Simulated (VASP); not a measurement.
**Gap, carriers and strain in SiPb (Pm-3m)**

The runs below take SiPb at its given cell and follow the band edges through several levels. The cell is generated by rule, not measured, and may not be a known phase.

Calculated with VASP 6.6.1; PBEsol; plane waves and PAW (Pb_d, Si), in the first sound run; inputs show where later runs differ.

The structure was built from a prototype and need not be the compound's stable phase.

## 1. The structure

Symmetry: Pm-3m, No. 221, cubic system. Conventional cell: a = 3.989 Å, b = 3.989 Å, c = 3.989 Å, α = 90.00°, β = 90.00°, γ = 90.00°. Nearest to Pb lie 8 Si at 3.45 Å. Si has 8 Pb at 3.45 Å nearest. Farther neighbours are not listed.

## 2. Relaxation of the atoms

The cell is kept as given; the atoms are relaxed first, so that no residual force shifts the band edges.

INCAR

```
SYSTEM = SiPb
PREC = Accurate
ENCUT = 400
EDIFF = 1E-06
NELM = 100
ISMEAR = 0
SIGMA = 0.02
LREAL = .FALSE.
ALGO = Normal
GGA = PS
NBANDS = 15
LORBIT = 11
LWAVE = .FALSE.
LCHARG = .FALSE.
KPAR = 4
IBRION = 2
NSW = 40
ISIF = 2
EDIFFG = -0.005
```

POSCAR

```
SiPb
1.0
    3.9889100000      0.0000000000      0.0000000000
    0.0000000000      3.9889100000      0.0000000000
    0.0000000000      0.0000000000      3.9889100000
Pb Si
1 1
Direct
    0.0000000000      0.0000000000      0.0000000000
    0.5000000000      0.5000000000      0.5000000000
```

KPOINTS

```
Automatic mesh
0
Gamma
8 8 8
0 0 0
```

Potentials, in the order of the species: Pb_d and Si (PBE family, release 64).

Command:

```
$ mpirun -np 4 vasp_std
```

The program printed:

```text
[banner, memory and clock lines left out]
running    4 mpi-ranks, on    1 nodes
 distrk:  each k-point on    1 cores,    4 groups
 distr:  one band on    1 cores,    1 groups

 POSCAR found type information on POSCAR PbSi
 POSCAR found :  2 types and       2 ions
|                                                                             |
|               ----> ADVICE to this user running VASP <----                  |
|                                                                             |
|     You enforced a specific xc type in the INCAR file but a different       |
|     [... a line on the potential file left out ...]
|     I HOPE YOU KNOW WHAT YOU ARE DOING!                                     |
|                                                                             |

 LDA part: xc-table for (Slater+PW92), standard interpolation
 POSCAR, INCAR and KPOINTS ok, starting setup
 FFT: planning ... GRIDC
 FFT: planning ... GRID_SOFT
 FFT: planning ... GRID
 WAVECAR not read
 entering main loop
       N       E                     dE             d eps       ncg     rms          rms(c)
DAV:   1     0.115577228516E+03    0.11558E+03   -0.72079E+03  1050   0.962E+02
DAV:   2    -0.146827815076E+01   -0.11705E+03   -0.11371E+03  1113   0.269E+02
DAV:   3    -0.791058210200E+01   -0.64423E+01   -0.64044E+01  1386   0.691E+01
DAV:   4    -0.804563925223E+01   -0.13506E+00   -0.13503E+00  1254   0.121E+01
DAV:   5    -0.805139491750E+01   -0.57557E-02   -0.57554E-02  1520   0.205E+00    0.105E+00
DAV:   6    -0.802188168040E+01    0.29513E-01   -0.45934E-02  1316   0.258E+00    0.582E-01
DAV:   7    -0.801504493269E+01    0.68367E-02   -0.22574E-02  1407   0.142E+00    0.167E-01
DAV:   8    -0.801459517278E+01    0.44976E-03   -0.22339E-03  1288   0.606E-01    0.559E-02
DAV:   9    -0.801460917212E+01   -0.13999E-04   -0.32150E-04  1486   0.161E-01    0.377E-02
DAV:  10    -0.801459959403E+01    0.95781E-05   -0.13578E-04  1323   0.159E-01    0.707E-03
DAV:  11    -0.801459528225E+01    0.43118E-05   -0.19453E-05  1386   0.620E-02    0.197E-03
DAV:  12    -0.801459531888E+01   -0.36623E-07   -0.85326E-07   897   0.755E-03
   1 F= -.80145953E+01 E0= -.80143811E+01  d E =-.801460E+01
 curvature:   0.00 expect dE= 0.000E+00 dE for cont linesearch  0.000E+00
 trial: gam= 0.00000 g(F)=  0.000E+00 g(S)=  0.000E+00 ort = 0.000E+00 (trialstep = 0.100E+01)
 search vector abs. value=  0.100E-09
 reached required accuracy - stopping structural energy minimisation
```

Wall time 7 s (4 MPI ranks of AMD EPYC 7R43, shared host); peak memory 0.51 GiB; 25 s of CPU time.

The logs omit lines about the potential files and the build; timing stands in the text.

OUTCAR, selected parts (step 2):

```text
ion  position               nearest neighbor table
   1  0.000  0.000  0.000-   2 3.45   2 3.45   2 3.45   2 3.45   2 3.45   2 3.45   2 3.45   2 3.45

  LATTYP: Found a simple cubic cell.
 ALAT       =     3.9889100000

 Subroutine GETGRP returns: Found 48 space group operations
 (whereof 48 operations were pure point group operations)

The static configuration has the point symmetry O_h .

 Found     35 irreducible k-points:

   k-points           NKPTS =     35   k-points in BZ     NKDIM =     35   number of bands    NBANDS=     15

   dimension x,y,z NGX =    28 NGY =   28 NGZ =   28
   dimension x,y,z NGXF=    56 NGYF=   56 NGZF=   56

   ENCUT  =  400.0 eV  29.40 Ry    5.42 a.u.   6.50  6.50  6.50*2*pi/ulx,y,z

   NELECT =      18.0000    total number of electrons

 k-points in reciprocal lattice and weights: Automatic mesh
   0.00000000  0.00000000  0.00000000       0.002
   0.12500000  0.00000000  0.00000000       0.012
   0.25000000  0.00000000  0.00000000       0.012
   0.37500000  0.00000000  0.00000000       0.012
   0.50000000  0.00000000  0.00000000       0.006
   0.12500000  0.12500000  0.00000000       0.023
   0.25000000  0.12500000  0.00000000       0.047
   0.37500000  0.12500000  0.00000000       0.047
   0.50000000  0.12500000  0.00000000       0.023
[...]
0.50000000  0.50000000  0.37500000       0.012
   0.50000000  0.50000000  0.50000000       0.002

 average (electrostatic) potential at core
       1 -92.6584       2 -85.3990

 E-fermi :   4.4725

 k-point     1 :       0.0000    0.0000    0.0000
  band No.  band energies     occupation
    ...
      6      -5.8182      2.00000
      7      -0.0759      2.00000
      8       4.2265      2.00000
      9       4.2265      2.00000
     10       4.2265      2.00000
     11       8.6324      0.00000
     12       8.6324      0.00000
     13      10.4060      0.00000
     14      10.4060      0.00000
     15      10.4060      0.00000

 k-point     2 :       0.1250    0.0000    0.0000
  band No.  band energies     occupation
    ...
      6      -5.6825      2.00000
      7      -0.3905      2.00000
      8       4.0580      2.00000
      9       4.3719      2.00000
     10       4.3719      2.00000
     11       8.7458      0.00000
     12       9.1826      0.00000
     13       9.9152      0.00000
     14       9.9764      0.00000
     15       9.9764      0.00000

 k-point     3 :       0.2500    0.0000    0.0000
  band No.  band energies     occupation
    ...
      4     -12.2940      2.00000
      5     -12.2806      2.00000
      6      -5.2830      2.00000
      7      -1.2382      2.00000
      8       4.0430      2.00000
      9       4.7977      0.00000
     10       4.7977      0.00000
     11       7.9925      0.00000
     12       8.9548      0.00000
     13       8.9548      0.00000
    ...

  Total       -3.7442211     -3.7442211     -3.7442211     -0.0000000     -0.0000000      0.0000000
  in kB      -94.5168748    -94.5168748    -94.5168748     -0.0000000     -0.0000000      0.0000000
  external PRESSURE =     -94.5168748 kB  Pullay stress =       0.0000000 kB

  energy-cutoff  :      400.00
  volume of cell :       63.47
      direct lattice vectors                 reciprocal lattice vectors
     3.988910000  0.000000000  0.000000000     0.250695052  0.000000000  0.000000000
     0.000000000  3.988910000  0.000000000     0.000000000  0.250695052  0.000000000
     0.000000000  0.000000000  3.988910000     0.000000000  0.000000000  0.250695052

 POSITION                                       TOTAL-FORCE (eV/Angst)
 -----------------------------------------------------------------------------------
      0.00000      0.00000      0.00000         0.000000      0.000000      0.000000
      1.99446      1.99446      1.99446         0.000000      0.000000      0.000000
 -----------------------------------------------------------------------------------
    total drift:                               -0.000000      0.000000     -0.000000

  FREE ENERGIE OF THE ION-ELECTRON SYSTEM (eV)
  ---------------------------------------------------
  free  energy   TOTEN  =        -8.0145953189 eV

  energy  without entropy=       -8.0141668091  energy(sigma->0) =       -8.01438106

 reached required accuracy - stopping structural energy minimisation

 total charge
# of ion       s       p       d       tot
------------------------------------------
    1        1.404   0.612   9.810  11.826
    2        0.920   0.556   0.000   1.476
--------------------------------------------------
tot          2.324   1.168   9.810  13.302

[... 3 further parts left out ...]
```

CONTCAR:

```
SiPb
   1.00000000000000
     3.9889100000000002    0.0000000000000000    0.0000000000000000
     0.0000000000000000    3.9889100000000002    0.0000000000000000
     0.0000000000000000    0.0000000000000000    3.9889100000000002
  Pb              Si
     1     1
Direct
     0.0000000000000000    0.0000000000000000    0.0000000000000000
     0.5000000000000000    0.5000000000000000    0.5000000000000000
```

The k-mesh is coarse for a metal. The PAW data sets were made with PBE, which is usual practice but a small mismatch for other functionals. The run keeps the 48 symmetry operations of its start, so it cannot find a distortion of lower symmetry.

The forces vanish from the start, and no atom moves.

This step gave:

```
SCF cycles              : 12
electrons               : 18
bands                   : 15
irreducible k-points    : 35
symmetry operations     : 48
free energy (TOTEN)     : -8.015 eV
energy at zero smearing : -8.014 eV
Fermi energy            : 4.473 eV
pressure                : -9.452 GPa
metallic                : yes
```

## 3. Bands on a dense mesh

A dense even mesh and a path are solved together, since either alone can miss a band edge.

INCAR: that of step 2 with these lines changed.

```diff
@@ -10,3 +10,3 @@
 GGA = PS
-NBANDS = 15
+NBANDS = 21
 LORBIT = 11
@@ -15,5 +15,2 @@
 KPAR = 4
-IBRION = 2
-NSW = 40
 ISIF = 2
-EDIFFG = -0.005
```

POSCAR is that of step 2.

KPOINTS

```
Automatic mesh
0
Gamma
10 10 10
0 0 0
```

KPOINTS_OPT

```
Line mode
24
Line-mode
Reciprocal
  0.00000000   0.00000000   0.00000000 GAMMA
  0.00000000   0.50000000   0.00000000 X

  0.00000000   0.50000000   0.00000000 X
  0.50000000   0.50000000   0.00000000 M

  0.50000000   0.50000000   0.00000000 M
  0.00000000   0.00000000   0.00000000 GAMMA

  0.00000000   0.00000000   0.00000000 GAMMA
  0.50000000   0.50000000   0.50000000 R

  0.50000000   0.50000000   0.50000000 R
  0.00000000   0.50000000   0.00000000 X

  0.50000000   0.50000000   0.00000000 M
  0.50000000   0.50000000   0.50000000 R
```

Command:

```
$ mpirun -np 4 vasp_std
```

The program printed:

```text
[banner, memory and clock lines left out]
running    4 mpi-ranks, on    1 nodes
 distrk:  each k-point on    1 cores,    4 groups
 distr:  one band on    1 cores,    1 groups

 POSCAR found type information on POSCAR PbSi
 POSCAR found :  2 types and       2 ions
 [... a notice as in an earlier step ...]

 LDA part: xc-table for (Slater+PW92), standard interpolation
 POSCAR, INCAR and KPOINTS ok, starting setup
 FFT: planning ... GRIDC
 FFT: planning ... GRID_SOFT
 FFT: planning ... GRID
 WAVECAR not read
 entering main loop
       N       E                     dE             d eps       ncg     rms          rms(c)
DAV:   1     0.125907027914E+03    0.12591E+03   -0.67496E+03  2373   0.674E+02
DAV:   2    -0.284091877031E+00   -0.12619E+03   -0.11908E+03  2469   0.219E+02
DAV:   3    -0.785845010507E+01   -0.75744E+01   -0.75111E+01  3043   0.585E+01
DAV:   4    -0.802591620863E+01   -0.16747E+00   -0.16736E+00  2829   0.916E+00
DAV:   5    -0.803297223557E+01   -0.70560E-02   -0.70556E-02  3181   0.182E+00    0.106E+00
DAV:   6    -0.800115206949E+01    0.31820E-01   -0.40625E-02  3203   0.192E+00    0.592E-01
DAV:   7    -0.799439492671E+01    0.67571E-02   -0.18406E-02  3229   0.957E-01    0.181E-01
DAV:   8    -0.799388687384E+01    0.50805E-03   -0.19410E-03  3051   0.393E-01    0.585E-02
DAV:   9    -0.799391359168E+01   -0.26718E-04   -0.37511E-04  3475   0.113E-01    0.382E-02
DAV:  10    -0.799388841046E+01    0.25181E-04   -0.43963E-05  3187   0.590E-02    0.234E-02
DAV:  11    -0.799388271468E+01    0.56958E-05   -0.14848E-05  3258   0.332E-02    0.338E-03
DAV:  12    -0.799388244323E+01    0.27145E-06   -0.27191E-06  2663   0.655E-03
   1 F= -.79938824E+01 E0= -.79936735E+01  d E =-.417877E-03
 Start KPOINTS_OPT (optional k-point list driver)
k-point batch [1-56\144]
       N       E                     dE             ncg
DAV:   1     0.858511671909E+03   -0.19141E+05     2378
DAV:   2    -0.632525454416E+04   -0.71838E+04     2474
DAV:   3    -0.679641416096E+04   -0.47116E+03     2886
DAV:   4    -0.680789819024E+04   -0.11484E+02     2869
DAV:   5    -0.680837479561E+04   -0.47661E+00     3252
DAV:   6    -0.680839208297E+04   -0.17287E-01     3206
DAV:   7    -0.680839224925E+04   -0.16628E-03     3281
DAV:   8    -0.680839225119E+04   -0.19358E-05     2298
DAV:   9    -0.680839225153E+04   -0.34402E-06     1928
[...]
k-point batch [113-144\144]
       N       E                     dE             ncg
DAV:   1     0.137734895784E+05   -0.16409E+05     1357
DAV:   2     0.980002831030E+04   -0.39735E+04     1389
DAV:   3     0.954487640885E+04   -0.25515E+03     1776
DAV:   4     0.953901944312E+04   -0.58570E+01     1757
DAV:   5     0.953877749787E+04   -0.24195E+00     1907
DAV:   6     0.953877056741E+04   -0.69305E-02     1866
DAV:   7     0.953877045624E+04   -0.11117E-03     1940
DAV:   8     0.953877045518E+04   -0.10567E-05     1445
DAV:   9     0.953877045501E+04   -0.17433E-06     1218
```

The job ended after 31 s (4 MPI ranks; peak memory 0.71 GiB; 2 min of CPU time).

Parts of OUTCAR (step 3):

```text
The static configuration has the point symmetry O_h .

 Found     56 irreducible k-points:

   k-points           NKPTS =     56   k-points in BZ     NKDIM =     56   number of bands    NBANDS=     21

   NELECT =      18.0000    total number of electrons

 E-fermi :   4.4469

 k-point     1 :       0.0000    0.0000    0.0000
  band No.  band energies     occupation
    ...
      6      -5.8199      2.00000
      7      -0.0680      2.00000
      8       4.2323      2.00000
      9       4.2323      2.00000
     10       4.2323      2.00000
     11       8.6350      0.00000
     12       8.6350      0.00000
     13      10.4081      0.00000
     14      10.4081      0.00000
     15      10.4081      0.00000
    ...

 k-point     2 :       0.1000    0.0000    0.0000
  band No.  band energies     occupation
    ...
      6      -5.7330      2.00000
      7      -0.2708      2.00000
      8       4.1070      2.00000
      9       4.3256      2.00000
     10       4.3256      2.00000
     11       8.7078      0.00000
     12       9.0934      0.00000
     13       9.9749      0.00000
     14      10.1269      0.00000
     15      10.1269      0.00000
    ...

  Total       -3.7010137     -3.7010137     -3.7010137     -0.0000000      0.0000000     -0.0000000
  in kB      -93.4261744    -93.4261744    -93.4261744     -0.0000000      0.0000000     -0.0000000
  external PRESSURE =     -93.4261744 kB  Pullay stress =       0.0000000 kB

  FREE ENERGIE OF THE ION-ELECTRON SYSTEM (eV)
  ---------------------------------------------------
  free  energy   TOTEN  =        -7.9938824432 eV

  energy  without entropy=       -7.9934645661  energy(sigma->0) =       -7.99367350

 total charge
# of ion       s       p       d       tot
------------------------------------------
    1        1.405   0.609   9.810  11.824
    2        0.920   0.558   0.000   1.478
--------------------------------------------------
tot          2.325   1.167   9.810  13.303

[... 7 parts as in an earlier step ...]

[... 6 further parts left out ...]
```

This step gave:

```
bands                   : 21
irreducible k-points    : 56
free energy (TOTEN)     : -7.994 eV
energy at zero smearing : -7.994 eV
Fermi energy            : 4.447 eV
pressure                : -9.343 GPa
```

The electronic bands at the labelled points (eV, zero at the Fermi level; # counts the bands kept, so #1 is VASP's band 6):

| point | #1 | #2 | #3 | #4 | #5 | #6 | #7 | #8 |
| --- | --- | --- | --- | --- | --- | --- | --- | --- |
| Γ | -10.27 | -4.51 | -0.21 | -0.21 | -0.21 | 4.19 | 4.19 | 5.96 |
| 0.48 of the way | -9.78 | -5.59 | -0.42 | 0.31 | 0.31 | 3.68 | 4.60 | 4.61 |
| X | -8.63 | -7.39 | 0.69 | 1.15 | 1.59 | 1.59 | 2.60 | 2.60 |
| 0.52 of the way | -8.19 | -6.88 | -1.75 | -1.72 | 1.80 | 3.18 | 3.44 | 3.74 |
| M | -7.65 | -6.19 | -3.28 | -3.28 | 2.01 | 3.94 | 4.54 | 4.54 |
| 0.48 of the way | -9.13 | -5.96 | -2.25 | 0.56 | 0.95 | 2.03 | 4.07 | 5.09 |
| Γ | -10.27 | -4.51 | -0.21 | -0.21 | -0.21 | 4.19 | 4.19 | 5.96 |
| 0.48 of the way | -8.85 | -5.88 | -1.51 | -1.51 | 0.38 | 3.13 | 3.13 | 3.99 |
| R | -6.87 | -5.59 | -0.87 | -0.87 | -0.87 | -0.80 | -0.80 | -0.80 |
| 0.48 of the way | -7.78 | -6.45 | -1.74 | -1.73 | -0.07 | 0.35 | 3.25 | 3.86 |
| X | -8.63 | -7.39 | 0.69 | 1.15 | 1.59 | 1.59 | 2.60 | 2.60 |
| jump to M | -7.65 | -6.19 | -3.28 | -3.28 | 2.01 | 3.94 | 4.54 | 4.54 |
| 0.48 of the way | -7.34 | -5.95 | -2.70 | -2.70 | 0.41 | 1.09 | 2.11 | 2.11 |
| R | -6.87 | -5.59 | -0.87 | -0.87 | -0.87 | -0.80 | -0.80 | -0.80 |

Of the projections kept (Pb, Si), the largest for each band there; the rest of the weight can lie on other orbitals:

| point | #1 | #2 | #3 | #4 | #5 | #6 | #7 | #8 |
| --- | --- | --- | --- | --- | --- | --- | --- | --- |
| Γ | Pb 0.77 | Si 0.52 | Si 0.54 | Si 0.54 | Si 0.54 | Pb 1.00 | Pb 1.00 | Pb 0.63 |
| X | Pb 0.98 | Si 0.89 | Si 0.57 | Pb 0.61 | Si 0.95 | Si 0.95 | Pb 1.00 | Pb 1.00 |
| M | Pb 1.00 | Si 0.97 | Pb 0.59 | Pb 0.59 | Si 1.00 | Pb 1.00 | Pb 0.54 | Pb 0.54 |
| Γ | Pb 0.77 | Si 0.52 | Si 0.54 | Si 0.54 | Si 0.54 | Pb 1.00 | Pb 1.00 | Pb 0.63 |
| R | Pb 1.00 | Si 1.00 | Si 0.89 | Si 0.89 | Si 0.89 | Pb 1.00 | Pb 1.00 | Pb 1.00 |
| X | Pb 0.98 | Si 0.89 | Si 0.57 | Pb 0.61 | Si 0.95 | Si 0.95 | Pb 1.00 | Pb 1.00 |

The electronic bands as a text plot (rows in eV, shown from -8.0 to 5.5 only):

```
    5.2 | **  ***           *****  *                     *
    4.7 | ****        ******  * *   **               **
    4.1 |**  *      ******  ** * ***  ****          ** *  *
    3.5 |   * *    ****  ***         *    *        ** *   **
    3.0 |    * * ***       *  *       ***          *   **
    2.4 |     * ***         *            * *            ** **
    1.8 |       ***********  *        *     *     *    **** **
    1.3 |      **          **        * *  *      *    **** *  *
    0.7 |    ** **           ***    *      ***   *  *** **  **
    0.2 | *** ** *          * **** *    *    *  *  ***  *    ***
   -0.4 |*****    *             *****    *    ** ***   *      ***
   -1.0 |          *       *   *     **   *   ****   **         *
   -1.5 |          *      *   *        *******  *   **         *
   -2.1 |           *        *                   ***          *
   -2.7 |            *   * **                               **
   -3.2 |             *****                               **
   -3.8 |
   -4.3 |*                       ***
   -4.9 | **                   **   *
   -5.5 |   *                 *      ***     ****              **
   -6.0 |    *         **  ***          *****    **       *****
   -6.6 |     *     ***  **                        ***
   -7.2 |      *****                       ********   ****  *****
   -7.7 |            *****                *        **     **
         Γ      X      M          Γ            R        X|M     R
```

At -9.3 GPa the cell is away from the equilibrium volume of this level: left free, it would shrink.

[end of part 1 of 3]

[Lines on the potential files, build, host, timing and source positions are cut from VASP's logs without a mark.]

[Logs are printed without paths, hosts, clocks, repeated set-up lines and the standing remarks that a program may print on its own settings, such as how far it seeks lower states.]

[Hosts, paths, dates, database ids (printed as entryN), source tags and the programs' standing remarks are cut or masked in the printed files.]

[In band tables of VASP the shares of atoms and orbitals are scaled to a sum of 1 inside the atoms' spheres.]

[Gaps and slopes under strain along one axis are those of the sampled path and mesh points; where strain splits equal valleys, another of them can be the edge.]
